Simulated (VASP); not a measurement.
Input:

```
CELL_PARAMETERS angstrom
      3.75132     0.00000     0.00000
     -1.87566     3.24874     0.00000
      0.00000     0.00000     3.66110
ATOMIC_POSITIONS crystal
  Au 0.00000 0.00000 0.00000
  I  0.66667 0.33333 0.50000
```

Calculation: PBE GGA, VASP's PBE PAW potentials (set 64) (plane waves; VASP). Numerical set-up: 400 eV cut-off, 7×7×7 Γ-centred mesh, Gaussian smearing of 0.050 eV, potentials Au I.

Question: Give the stress tensor in GPa (positive for a compressed cell).

Answer: 
```
18.08   0.00   0.00
 0.00  18.08   0.00
 0.00   0.00  22.46
```
The pressure is its mean diagonal, 19.54 GPa.

The structure was generated: AuI was put into the WC type (P-6m2), which need not be its known phase. The cell was not relaxed at this level.
